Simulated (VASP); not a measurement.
Input:

```yaml
crystal:
  lattice:
    - [2.13841, 1.23461, 6.97147]
    - [-2.13841, 1.23461, 6.97147]
    - [0.00000, -2.46922, 6.97147]
  atoms:
    - { symbol: Cd, position: [0.50038, 0.50038, 0.50038] }
    - { symbol: Hg, position: [0.99983, 0.99983, 0.99983] }
    - { symbol: Se, position: [0.87414, 0.87414, 0.87414] }
    - { symbol: Se, position: [0.37564, 0.37564, 0.37564] }
```

These are LDA (Ceperley-Alder, Perdew-Zunger), VASP's LDA PAW potentials (set 64) (plane waves; VASP) values and carry that method's errors. Run with 400 eV cut-off, 9×9×9 Γ-centred mesh, tetrahedra with Blöchl corrections, potentials Cd Hg Se.

Unless said otherwise, spin-orbit coupling is left out, though it shifts the bands of the heavy elements here.

What does the run give for the energy per atom (σ→0), band gap (on the k-mesh) with the smallest direct gap where there is one?

```json
{
  "band gap (on the k-mesh)": "none (metal, semimetal or under 0.01 eV)",
  "energy per atom (σ→0)": "-3.060 eV/atom"
}
```

Only differences to runs with the same potentials and settings are physical.

The structure comes from a computed database's CdHgSe2 entry (R3m); how it stands against other phases isn't given here. It was relaxed first, which changed the volume by -6 %.
